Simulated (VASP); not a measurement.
Input:

```
CELL_PARAMETERS angstrom
      1.54530    -2.67654     0.00000
      1.54530     2.67654     0.00000
      0.00000     0.00000     3.29460
ATOMIC_POSITIONS crystal
  Ti 0.00000 0.00000 0.00000
  B  0.33333 0.66667 0.50000
  B  0.66667 0.33333 0.50000
```

Level of theory: PBE GGA, VASP's PBE PAW potentials (set 64) (plane waves; VASP 6.6.1). Settings: PREC = Single, 520 eV cut-off, 10×10×8 Γ-centred mesh, first-order Methfessel-Paxton smearing of 0.10 eV, potentials Ti_sv B.

### Question
Give the stress tensor in GPa (positive for a compressed cell).

### Answer

```
-14.26    0.00    0.00
  0.00  -14.26    0.00
  0.00    0.00  -11.44
```
The pressure is its mean diagonal, -13.32 GPa.

The compound is TiB2 in the AlB2 type structure. The cell was not relaxed at this level. The run is one of a series of settings (PREC = Single against the base run), some of them coarse on purpose.
